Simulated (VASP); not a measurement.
MoH5:

```
H Mo
1.0
     4.59838    0.00000    0.00000
    -2.29919    3.98231    0.00000
     0.00000    0.00000    4.13208
H Mo
5 1
Direct
  0.00000 0.63834 0.00000
  0.63834 0.00000 0.00000
  0.36166 0.36166 0.00000
  0.66667 0.33333 0.50000
  0.33333 0.66667 0.50000
  0.00000 0.00000 0.50000
```

The cell was built by a generator and needn't be a form met in nature.

- Program: VASP 6.6.1
- Task: relaxation of cell and atoms
- Functional: PBE
- Potentials or basis: VASP PAW PBE potentials, release 64 (H, Mo_sv)
- Cutoff: 600 eV
- k mesh: 7 × 7 × 7
- Occupations: gaussian, width 0.05 eV
- Spin: no spin polarisation

At the start: pressure -26.9 GPa; volume 12.61 Å³/atom.

Problem. Where does the relaxation end?

Solution. Over 17 steps the energy falls by 1464.6 meV/atom and the volume is 5.30 Å³/atom (-58.0 %); space group P-62m (No. 189, to 0.05 Å).

The path:
```csv
step,energy change (eV),largest force (eV/Å),pressure (GPa),volume (Å³)
1,0.0000,1.4146,-26.93,75.67
2,-4.3281,1.5793,-33.83,54.74
3,7.3114,7.7910,522.88,15.55
4,-6.1904,1.6265,-33.78,45.17
5,-8.2878,0.3511,25.50,27.80
6,-8.4532,1.0319,-7.74,32.29
7,-8.5039,0.8474,1.02,30.75
8,-8.4961,0.7574,5.39,30.11
9,-8.6562,0.4597,7.27,30.00
10,-8.7164,0.0599,11.11,29.77
11,-8.7243,0.0723,10.04,29.83
12,-8.7739,0.1937,-2.83,32.06
13,-8.7776,0.1688,-0.35,31.56
14,-8.7870,0.0458,-0.06,31.75
15,-8.7873,0.0175,0.03,31.80
16,-8.7874,0.0082,0.01,31.81
17,-8.7874,0.0006,0.00,31.82
```

Final structure:
```cif
data_structure
_symmetry_space_group_name_H-M 'P 1'
_symmetry_Int_Tables_number 1
_cell_length_a 3.4297
_cell_length_b 3.4297
_cell_length_c 3.1233
_cell_angle_alpha 90.000
_cell_angle_beta 90.000
_cell_angle_gamma 120.000
_cell_volume 31.82
loop_
_atom_site_label
_atom_site_type_symbol
_atom_site_fract_x
_atom_site_fract_y
_atom_site_fract_z
_atom_site_occupancy
H1 H 0.00000 0.70720 0.00000 1
H2 H 0.70720 0.00000 0.00000 1
H3 H 0.29280 0.29280 0.00000 1
H4 H 0.66667 0.33333 0.50000 1
H5 H 0.33333 0.66667 0.50000 1
Mo1 Mo 0.00000 0.00000 0.50000 1
```

Caveat: the volume moved by over 15 % at a fixed basis, so the end points are rough.
